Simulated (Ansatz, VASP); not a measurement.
# Cross-check of CdAu between VASP and Ansatz

Aim: how closely do two programs agree when they are given the same cell, functional and k mesh? The cell is taken from a series of runs on this material, whose earlier steps may have relaxed, scaled, displaced or heated it; both programs get it as it stands.

Main program and level: Ansatz 0.2.0; plane waves, with VASP 6.6.1 beside it; zone-centre phonons at PBEsol.

### Step 1. Set-up

It takes space group Pmma (No. 51, orthorhombic). The conventional cell has a = 4.781 Å, b = 3.046 Å, c = 4.992 Å, α = 90.00°, β = 90.00°, γ = 90.00°. Nearest to Cd lie 8 Au at 2.90 to 2.94 Å and 4 Cd at 3.05 to 3.07 Å. Nearest to Au lie 8 Cd at 2.90 to 2.94 Å and 4 Au at 3.04 to 3.05 Å. Farther neighbours are not listed.

### Step 2. VASP: zone-centre phonons, PBEsol

Second derivatives magnify differences that forces hide, and they need a tight electronic threshold.

Lines of VASP's logs that name or quote its potential files are left out, and so is its time.

Contents of INCAR:

```
SYSTEM = CdAu
PREC = Accurate
ENCUT = 500
EDIFF = 1E-08
NELM = 120
ISMEAR = 1
SIGMA = 0.2
LREAL = .FALSE.
ALGO = Normal
GGA = PS
NBANDS = 29
LASPH = .TRUE.
LORBIT = 11
LWAVE = .FALSE.
LCHARG = .FALSE.
ISIF = 2
IBRION = 8
GGA_COMPAT = .FALSE.
KPAR = 2
```

Contents of POSCAR:

```
CdAu
1.0
    4.7812815282      0.0000000000      0.0000000000
    0.0000000000      3.0459768276      0.0000000000
    0.0000000000      0.0000000000      4.9923957373
Cd Au
2 2
Direct
    0.7500000000      0.5000000000      0.3078459512
    0.2500000000      0.5000000000      0.6921540488
    0.2500000000      0.0000000000      0.1876667070
    0.7500000000      0.0000000000      0.8123332930
```

Contents of KPOINTS:

```
Automatic mesh
0
Gamma
10 14 8
0 0 0
```

PAW data sets: Cd and Au (PBE family, release 64).

Started as:

```console
$ mpirun -np 2 vasp_std
```

Numbers of over 12 decimals in the logs are rounded to 6 here.

Output:

```text
[banner, memory and clock lines left out]
running    2 mpi-ranks, on    1 nodes
 distrk:  each k-point on    1 cores,    2 groups
 distr:  one band on    1 cores,    1 groups

 POSCAR found type information on POSCAR CdAu
 POSCAR found :  2 types and       4 ions
|                                                                             |
|               ----> ADVICE to this user running VASP <----                  |
|                                                                             |
|     You enforced a specific xc type in the INCAR file but a different       |
|     [... a line on the potential file left out ...]
|     I HOPE YOU KNOW WHAT YOU ARE DOING!                                     |
|                                                                             |

 LDA part: xc-table for (Slater+PW92), standard interpolation
 POSCAR, INCAR and KPOINTS ok, starting setup
 FFT: planning ... GRIDC
 FFT: planning ... GRID_SOFT
 FFT: planning ... GRID
 WAVECAR not read
 entering main loop
       N       E                     dE             d eps       ncg     rms          rms(c)
DAV:   1     0.339552013618E+03    0.33955E+03   -0.24051E+04 13920   0.155E+03
DAV:   2    -0.149716208236E+01   -0.34105E+03   -0.32605E+03 14586   0.389E+02
DAV:   3    -0.118368921042E+02   -0.10340E+02   -0.10238E+02 15635   0.757E+01
DAV:   4    -0.118951268765E+02   -0.58235E-01   -0.58203E-01 14915   0.501E+00
DAV:   5    -0.118955201537E+02   -0.39328E-03   -0.39327E-03 15660   0.456E-01    0.127E+01
DAV:   6    -0.110583906244E+02    0.83713E+00   -0.25208E+00 14695   0.124E+01    0.798E+00
DAV:   7    -0.109859896810E+02    0.72401E-01   -0.14368E-01 14980   0.438E+00    0.429E+00
DAV:   8    -0.109752815917E+02    0.10708E-01   -0.36240E-02 15421   0.160E+00    0.296E-01
DAV:   9    -0.109744914111E+02    0.79018E-03   -0.44090E-03 14930   0.662E-01    0.218E-01
DAV:  10    -0.109745017563E+02   -0.10345E-04   -0.21634E-04 15508   0.123E-01    0.500E-02
DAV:  11    -0.109745058246E+02   -0.40683E-05   -0.10988E-05 14800   0.381E-02    0.804E-03
DAV:  12    -0.109745056848E+02    0.13974E-06   -0.41363E-07 15283   0.558E-03    0.269E-03
DAV:  13    -0.109745056754E+02    0.94215E-08   -0.73372E-08 15231   0.232E-03
   1 F= -.10974506E+02 E0= -.10975116E+02  d E =0.182973E-02
 Linear response reoptimize wavefunctions to high precision
DAV:   1    -0.109745056818E+02   -0.63510E-08   -0.72129E-09 12726   0.842E-04
DAV:   2    -0.109745056818E+02   -0.16371E-10   -0.19309E-10  7925   0.959E-05
 Linear response DOF=           6
 Linear response progress:
  Degree of freedom:   1/  6
       N       E                     dE             d eps       ncg     rms          rms(c)
RMM:   1    -0.436907735594E+00   -0.43691E+00   -0.20680E-01 35222   0.266E+00
RMM:   2    -0.437021332065E+00   -0.11360E-03   -0.10117E-03 29441   0.223E-01    0.560E-02
RMM:   3    -0.436669668640E+00    0.35166E-03   -0.21928E-05 30772   0.268E-02    0.319E-02
RMM:   4    -0.436265635703E+00    0.40403E-03   -0.18615E-05 27757   0.241E-02    0.466E-03
RMM:   5    -0.436236845327E+00    0.28790E-04   -0.62149E-07 31260   0.529E-03    0.156E-03
RMM:   6    -0.436232599517E+00    0.42458E-05    0.11975E-07 31176   0.156E-03    0.262E-04
RMM:   7    -0.436232495442E+00    0.10407E-06    0.25941E-08 31650   0.260E-04    0.106E-04
RMM:   8    -0.436232551654E+00   -0.56212E-07   -0.15824E-09 31707   0.722E-05    0.367E-05
RMM:   9    -0.436232478300E+00    0.73355E-07    0.14952E-09 31780   0.369E-05    0.931E-06
RMM:  10    -0.436232410269E+00    0.68031E-07    0.11726E-09 32011   0.198E-05    0.321E-06
RMM:  11    -0.436232379934E+00    0.30335E-07    0.81196E-11 27219   0.147E-05    0.653E-07
RMM:  12    -0.436232377382E+00    0.25519E-08   -0.14124E-09 14562   0.129E-05    0.187E-07
 first order change of Fermi-energy  -0.18462E-04
 force on displaced ion       1 direction 1 :  -5.633   0.000   0.000
 Linear response progress:
  Degree of freedom:   2/  6
       N       E                     dE             d eps       ncg     rms          rms(c)
RMM:   1    -0.419982695225E+00   -0.41998E+00   -0.20631E-01 35476   0.258E+00
RMM:   2    -0.420752631992E+00   -0.76994E-03   -0.93005E-04 30455   0.204E-01    0.410E-02
RMM:   3    -0.420355547105E+00    0.39708E-03   -0.11511E-05 30189   0.211E-02    0.237E-02
RMM:   4    -0.419862303922E+00    0.49324E-03   -0.13404E-05 29725   0.218E-02    0.284E-03
RMM:   5    -0.419845954410E+00    0.16350E-04   -0.37004E-07 32537   0.367E-03    0.118E-03
RMM:   6    -0.419836287111E+00    0.96673E-05   -0.54922E-08 32106   0.133E-03    0.167E-04
RMM:   7    -0.419836876971E+00   -0.58986E-06   -0.17103E-09 32819   0.211E-04    0.808E-05
RMM:   8    -0.419836730096E+00    0.14688E-06   -0.56458E-10 32509   0.900E-05    0.259E-05
RMM:   9    -0.419836708271E+00    0.21825E-07   -0.17126E-10 32368   0.307E-05    0.501E-06
RMM:  10    -0.419836699194E+00    0.90763E-08   -0.75392E-10 32955   0.179E-05    0.366E-06
 first order change of Fermi-energy   0.15490E-04
 force on displaced ion       1 direction 2 :   0.000  -2.603  -0.000
 Linear response progress:
  Degree of freedom:   3/  6
       N       E                     dE             d eps       ncg     rms          rms(c)
RMM:   1    -0.437884414998E+00   -0.43788E+00   -0.20650E-01 24834   0.265E+00
RMM:   2    -0.438104280628E+00   -0.21987E-03   -0.10523E-03 21010   0.221E-01    0.648E-02
RMM:   3    -0.437722428119E+00    0.38185E-03   -0.25925E-05 20817   0.298E-02    0.386E-02
RMM:   4    -0.437303237618E+00    0.41919E-03   -0.20620E-05 20192   0.254E-02    0.648E-03
RMM:   5    -0.437261873541E+00    0.41364E-04   -0.79744E-07 22166   0.551E-03    0.288E-03
RMM:   6    -0.437252010075E+00    0.98635E-05   -0.17949E-07 22254   0.213E-03    0.676E-04
RMM:   7    -0.437251049022E+00    0.96105E-06   -0.27142E-08 22406   0.740E-04    0.173E-04
RMM:   8    -0.437251416336E+00   -0.36731E-06   -0.21437E-09 22537   0.157E-04    0.784E-05
RMM:   9    -0.437251473402E+00   -0.57066E-07   -0.12677E-10 22647   0.686E-05    0.215E-05
RMM:  10    -0.437251392573E+00    0.80829E-07   -0.95512E-11 22633   0.346E-05    0.525E-06
RMM:  11    -0.437251364292E+00    0.28281E-07   -0.36922E-09 20823   0.161E-05    0.338E-06
RMM:  12    -0.437251353695E+00    0.10596E-07   -0.26354E-09 18616   0.149E-05    0.769E-07
RMM:  13    -0.437251348428E+00    0.52673E-08   -0.18242E-09 11322   0.128E-05    0.180E-07
 first order change of Fermi-energy  -0.91000E-01
 force on displaced ion       1 direction 3 :   0.000   0.000  -5.200
 Linear response progress:
  Degree of freedom:   4/  6
       N       E                     dE             d eps       ncg     rms          rms(c)
RMM:   1    -0.304240175738E+00   -0.30424E+00   -0.26526E-01 32239   0.272E+00
RMM:   2    -0.300054011213E+00    0.41862E-02   -0.47760E-03 29384   0.412E-01    0.958E-02
RMM:   3    -0.299826075673E+00    0.22794E-03   -0.26404E-04 30490   0.803E-02    0.511E-02
RMM:   4    -0.299845539075E+00   -0.19463E-04   -0.20082E-04 30861   0.681E-02    0.134E-02
RMM:   5    -0.299847822570E+00   -0.22835E-05   -0.79701E-06 30765   0.149E-02    0.493E-03
RMM:   6    -0.299820541354E+00    0.27281E-04    0.21080E-06 31370   0.522E-03    0.172E-03
RMM:   7    -0.299803788052E+00    0.16753E-04   -0.49020E-07 31154   0.204E-03    0.354E-04
RMM:   8    -0.299796962623E+00    0.68254E-05    0.58669E-08 31561   0.368E-04    0.798E-05
RMM:   9    -0.299795320416E+00    0.16422E-05    0.19980E-08 31756   0.850E-05    0.428E-05
RMM:  10    -0.299794766231E+00    0.55418E-06   -0.92847E-08 31570   0.766E-05    0.525E-06
RMM:  11    -0.299794753257E+00    0.12974E-07   -0.28757E-07 33766   0.317E-05    0.747E-06
RMM:  12    -0.299794785997E+00   -0.32740E-07   -0.30771E-08 30133   0.244E-05    0.198E-06
RMM:  13    -0.299794805511E+00   -0.19514E-07   -0.35941E-08 25184   0.191E-05    0.601E-07
RMM:  14    -0.299794810883E+00   -0.53723E-08   -0.35004E-09 21638   0.177E-05    0.453E-08
 first order change of Fermi-energy   0.68616E-04
 force on displaced ion       3 direction 1 :  -5.250   0.000   0.000
 Linear response progress:
  Degree of freedom:   5/  6
       N       E                     dE             d eps       ncg     rms          rms(c)
RMM:   1    -0.280409041301E+00   -0.28041E+00   -0.25187E-01 32765   0.265E+00
RMM:   2    -0.278602229944E+00    0.18068E-02   -0.39747E-03 30534   0.365E-01    0.897E-02
RMM:   3    -0.278172409916E+00    0.42982E-03   -0.36580E-04 31117   0.847E-02    0.431E-02
RMM:   4    -0.278043177589E+00    0.12923E-03   -0.29886E-04 31943   0.715E-02    0.108E-02
RMM:   5    -0.278044252915E+00   -0.10753E-05   -0.11298E-05 31472   0.169E-02    0.395E-03
RMM:   6    -0.278013472025E+00    0.30781E-04   -0.26518E-06 32044   0.696E-03    0.132E-03
RMM:   7    -0.277997481467E+00    0.15991E-04   -0.57259E-08 32498   0.142E-03    0.443E-04
RMM:   8    -0.277995435888E+00    0.20456E-05   -0.14355E-08 32177   0.498E-04    0.135E-04
RMM:   9    -0.277993267456E+00    0.21684E-05   -0.94868E-09 32758   0.213E-04    0.336E-05
RMM:  10    -0.277992908360E+00    0.35910E-06   -0.35989E-08 32338   0.715E-05    0.833E-06
RMM:  11    -0.277992981273E+00   -0.72913E-07   -0.48672E-08 31671   0.230E-05    0.342E-06
RMM:  12    -0.277992989434E+00   -0.81607E-08   -0.26602E-09 25630   0.162E-05    0.151E-06
 first order change of Fermi-energy   0.16835E-03
 force on displaced ion       3 direction 2 :   0.000  -2.702   0.001
 Linear response progress:
  Degree of freedom:   6/  6
       N       E                     dE             d eps       ncg     rms          rms(c)
RMM:   1    -0.305286431832E+00   -0.30529E+00   -0.26348E-01 22949   0.271E+00
RMM:   2    -0.301403475057E+00    0.38830E-02   -0.47628E-03 20963   0.415E-01    0.109E-01
RMM:   3    -0.301164737665E+00    0.23874E-03   -0.31436E-04 21656   0.820E-02    0.602E-02
RMM:   4    -0.301181883978E+00   -0.17146E-04   -0.24257E-04 22014   0.696E-02    0.161E-02
RMM:   5    -0.301181898840E+00   -0.14862E-07   -0.77906E-06 22060   0.141E-02    0.748E-03
RMM:   6    -0.301162510078E+00    0.19389E-04   -0.39378E-07 22337   0.318E-03    0.246E-03
RMM:   7    -0.301138193895E+00    0.24316E-04   -0.18506E-07 22479   0.198E-03    0.709E-04
RMM:   8    -0.301130776350E+00    0.74175E-05   -0.42385E-08 22325   0.857E-04    0.197E-04
RMM:   9    -0.301127311987E+00    0.34644E-05   -0.12532E-08 22571   0.184E-04    0.779E-05
RMM:  10    -0.301125849229E+00    0.14628E-05   -0.17896E-08 22716   0.727E-05    0.179E-05
RMM:  11    -0.301125496123E+00    0.35311E-06   -0.79295E-08 22968   0.407E-05    0.723E-06
RMM:  12    -0.301125529997E+00   -0.33875E-07   -0.70118E-08 20750   0.225E-05    0.221E-06
RMM:  13    -0.301125560508E+00   -0.30511E-07   -0.95087E-09 18233   0.161E-05    0.680E-07
RMM:  14    -0.301125565193E+00   -0.46847E-08   -0.64701E-09 14432   0.146E-05    0.183E-07
 first order change of Fermi-energy   0.32717E-01
 force on displaced ion       3 direction 3 :   0.000   0.000  -5.008
 Linear response finished
```

(Part 1 of 2 ends here.)

[Lines on the potential files, build, host, timing and source positions are cut from VASP's logs without a mark.]

[Logs are printed without paths, hosts, clocks, repeated set-up lines and the standing remarks that a program may print on its own settings, such as how far it seeks lower states.]

[Hosts, paths, dates, database ids (printed as entryN), source tags and the programs' standing remarks are cut or masked in the printed files.]
